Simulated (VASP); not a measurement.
```cif
data_structure
_symmetry_space_group_name_H-M 'P 1'
_symmetry_Int_Tables_number 1
_cell_length_a 2.5222
_cell_length_b 2.5222
_cell_length_c 2.5222
_cell_angle_alpha 60.000
_cell_angle_beta 60.000
_cell_angle_gamma 60.000
_cell_volume 11.35
loop_
_atom_site_label
_atom_site_type_symbol
_atom_site_fract_x
_atom_site_fract_y
_atom_site_fract_z
_atom_site_occupancy
C1 C 0.00000 0.00000 0.00000 1
C2 C 0.25000 0.25000 0.25000 1
```

```
orbitals        : PBE
datasets        : PAW potentials of the _GW family
k mesh          : 6×6×6
bands in all    : 114
response cutoff : 180 eV
wave cutoff     : 414 eV
frequencies     : real axis, 100 points
long-wave heads : k·p
q → 0 term      : probe-charge (Ewald) weight
potentials      : C_GW
band sums       : cut at the band count
```

Program: VASP. The Kohn-Sham gap (from Γ to k = (1/3, 1/3, 0)) is 4.13 eV and the electronic dielectric constant on this mesh 5.9.

Problem. What G0W0 gap follows between the same band edges?

Solution. 5.48 eV, a change of +1.35 eV. The valence edge moves by -0.78 eV (Z = 0.83) and the conduction edge by +0.56 eV (Z = 0.83).

Points k are given in fractions of the reciprocal vectors. Band sums or response are cut, so the gap isn't at its basis limit. The gap is read among the points solved; the crystal's band edges can lie elsewhere.
